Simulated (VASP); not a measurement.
# Cl3Si2H3: atomic charges with PBE+TS

Cl3Si2H3, in a box:

```
CELL_PARAMETERS angstrom
12.00000 0.00000 0.00000
0.00000 13.00000 0.00000
0.00000 0.00000 15.00000
ATOMIC_POSITIONS crystal
Cl 0.46717 0.51890 0.67538
Cl 0.38347 0.35744 0.44487
Cl 0.56012 0.50613 0.32915
Si 0.49754 0.57985 0.55123
Si 0.52578 0.44383 0.45180
H 0.59824 0.64579 0.55641
H 0.39983 0.64157 0.52304
H 0.61870 0.37425 0.47565
```

```yaml
Program: VASP 6.6.1
Task: atomic charges
Functional: PBE
Dispersion: TS
Potentials_or_basis: VASP PAW PBE potentials, release 64 (Cl, Si, H)
Cutoff: 520 eV
k_mesh: 1 × 1 × 1
Occupations: gaussian, width 0.01 eV
Spin: no spin polarisation
Further_INCAR_settings: ALGO = Normal; EDIFF = 1e-06
```

| Item | Value |
| --- | --- |
| Largest force | 0.283 eV/Å |
| Gap between the frontier levels | 5.03 eV |
| Valence electrons inside the program's atomic spheres | Cl 5.15; Si 1.70, 1.63; H 0.59 |
| Hirshfeld charges | Cl -0.10, -0.09; Si +0.23, +0.24; H -0.06 e |
| Dispersion energy per atom | -0.011 eV |

Forces in eV/Å, atoms in the order of the input:
```
Cl  -0.046 -0.074  0.228
Cl  -0.224 -0.173 -0.005
Cl   0.073  0.102 -0.244
Si   0.026  0.017 -0.027
Si   0.043  0.045  0.053
H    0.122  0.099  0.003
H   -0.120  0.092 -0.051
H    0.126 -0.107  0.042
```

Levels at points of the mesh, in eV from the valence-band top:
```csv
k point,band 13,band 14,band 15,band 16,band 17,band 18,band 19,band 20
"(0.00, 0.00, 0.00)",-1.21,-1.06,-0.87,0.00,5.03,5.39,6.12,6.31
```

Wall time 4.5 min on 1 thread of Intel(R) Xeon(R) Platinum 8488C (Sapphire Rapids), with other jobs on the host, peak memory 1.7 GiB.
